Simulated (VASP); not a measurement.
Method: PBE GGA with D3 dispersion (Becke-Johnson damping), VASP's PBE PAW potentials (set 64) (plane waves; VASP).

Input for VASP

POSCAR:
```
Cl
1
    2.2357440000    -3.1140720000     0.0000000000
    2.2357440000     3.1140720000     0.0000000000
    0.0000000000     0.0000000000     8.2443060000
Cl
4
Direct
  0.8770000000   0.8770000000   0.8970000000
  0.6230000000   0.6230000000   0.3970000000
  0.3770000000   0.3770000000   0.6030000000
  0.1230000000   0.1230000000   0.1030000000
```

KPOINTS:
```
Automatic mesh
0
Gamma
5 5 2
0.5 0.5 0.5
```

**INCAR**
```
ALGO = Normal
EDIFF = 1E-6
ENCUT = 300
GGA = PE
ISIF = 2
ISMEAR = -1
IVDW = 12
LASPH = T
LCHARG = F
LREAL = F
LWAVE = F
NELM = 100
PREC = Accurate
SIGMA = 0.02
SYSTEM = Cl
```

POTCAR, in this order: Cl (PBE.64 set). Program: vasp_std.

The resulting files:

OSZICAR:
```
       N       E                     dE             d eps       ncg     rms          rms(c)
DAV:   1     0.153169335954E+03    0.15317E+03   -0.92131E+03   324   0.847E+02
DAV:   2     0.149301263680E+01   -0.15168E+03   -0.14968E+03   482   0.205E+02
DAV:   3    -0.767542426228E+01   -0.91684E+01   -0.91471E+01   380   0.613E+01
DAV:   4    -0.778131509421E+01   -0.10589E+00   -0.10584E+00   412   0.774E+00
DAV:   5    -0.778270282592E+01   -0.13877E-02   -0.13876E-02   394   0.859E-01    0.154E+01
DAV:   6    -0.742145430972E+01    0.36125E+00   -0.25828E-01   354   0.338E+00    0.102E+01
DAV:   7    -0.731039362370E+01    0.11106E+00   -0.56944E-01   350   0.488E+00    0.864E-01
DAV:   8    -0.729745259292E+01    0.12941E-01   -0.70143E-02   342   0.187E+00    0.402E-01
DAV:   9    -0.729762619422E+01   -0.17360E-03   -0.16930E-03   416   0.284E-01    0.783E-02
DAV:  10    -0.729775353998E+01   -0.12735E-03   -0.17186E-04   398   0.936E-02    0.654E-02
DAV:  11    -0.729776000194E+01   -0.64620E-05   -0.49768E-05   350   0.457E-02    0.876E-03
DAV:  12    -0.729776164185E+01   -0.16399E-05   -0.51499E-06   376   0.162E-02    0.458E-03
DAV:  13    -0.729776227092E+01   -0.62907E-06   -0.76057E-07   196   0.680E-03
   1 F= -.79106767E+01 E0= -.79106767E+01  d E =-.470638E-10
```

### OUTCAR
```
------------------------ aborting loop because EDIFF is reached ----------------------------------------
 Edisp (eV)   -0.61291
  FORCE on cell =-STRESS in cart. coord.  units (eV):
  Direction    XX          YY          ZZ          XY          YZ          ZX
  --------------------------------------------------------------------------------------
  Total      -1.07105    -0.20590    -1.51464     0.00000     0.00000    -0.00000
  in kB     -14.94806    -2.87369   -21.13904     0.00000     0.00000    -0.00000
  external pressure =      -12.99 kB  Pullay stress =        0.00 kB
  volume of cell :      114.80
      direct lattice vectors                 reciprocal lattice vectors
     2.235744000 -3.114072000  0.000000000     0.223639200 -0.160561477  0.000000000
     2.235744000  3.114072000  0.000000000     0.223639200  0.160561477  0.000000000
     0.000000000  0.000000000  8.244306000     0.000000000  0.000000000  0.121295837
 POSITION                                       TOTAL-FORCE (eV/Angst)
 -----------------------------------------------------------------------------------
      3.92149      0.00000      7.39514         0.156829      0.000000      0.156713
      2.78574      0.00000      3.27299        -0.156829      0.000000      0.156713
      1.68575      0.00000      4.97132         0.156829      0.000000     -0.156713
      0.54999      0.00000      0.84916        -0.156829      0.000000     -0.156713
 -----------------------------------------------------------------------------------
    total drift:                                0.000000      0.000000      0.000000
  FREE ENERGIE OF THE ION-ELECTRON SYSTEM (eV)
  ---------------------------------------------------
  free  energy   TOTEN  =        -7.9106767294 eV

  energy  without entropy=       -7.9106767293  energy(sigma->0) =       -7.91067673
```
(Selected blocks of OUTCAR.)

### OUTCAR
```
 val. band max:       -0.5918801927   @ k =   0.1000   0.1000   0.2500

 cond. band min:       1.9815487915   @ k =  -0.1000   0.1000   0.2500


 Fermi energy:        -0.1466867430

 k-point     1 :       0.1000    0.1000    0.2500
  band No.  band energies     occupation
      1     -17.0195      2.00000
      2     -16.8864      2.00000
      3     -13.1066      2.00000
      4     -12.7547      2.00000
      5      -5.7505      2.00000
      6      -5.1774      2.00000
      7      -3.3074      2.00000
      8      -3.1512      2.00000
      9      -2.8319      2.00000
     10      -2.7674      2.00000
     11      -1.0544      2.00000
     12      -0.8089      2.00000
     13      -0.7195      2.00000
     14      -0.5919      2.00000
     15       2.0063      0.00000
     16       2.4375      0.00000
     17       6.9336      0.00000
     18       7.3220      0.00000

 k-point     2 :       0.3000    0.1000    0.2500
  band No.  band energies     occupation
      1     -16.9012      2.00000
      2     -16.8371      2.00000
      3     -13.0161      2.00000
      4     -12.8513      2.00000
      5      -5.6796      2.00000
      6      -5.3478      2.00000
      7      -3.7961      2.00000
      8      -3.6384      2.00000
      9      -3.0907      2.00000
     10      -2.9763      2.00000
     11      -0.9628      2.00000
     12      -0.9170      2.00000
     13      -0.6886      2.00000
     14      -0.6271      2.00000
     15       2.1797      0.00000
     16       2.3821      0.00000
     17       7.9669      0.00000
     18       8.0833      0.00000

 k-point     3 :       0.5000    0.1000    0.2500
  band No.  band energies     occupation
      1     -16.8481      2.00000
      2     -16.8144      2.00000
      3     -12.9604      2.00000
      4     -12.8801      2.00000
      5      -5.5876      2.00000
      6      -5.4564      2.00000
      7      -3.9921      2.00000
      8      -3.9211      2.00000
      9      -3.0902      2.00000
...
```

At this cut-off the stress carries a Pulay error, which pulls relaxed volumes low.

The structure is a typed Cl crystal. The cell was not relaxed at this level. The run is one of a series of settings (IVDW = 12 against the base run), some of them coarse on purpose.
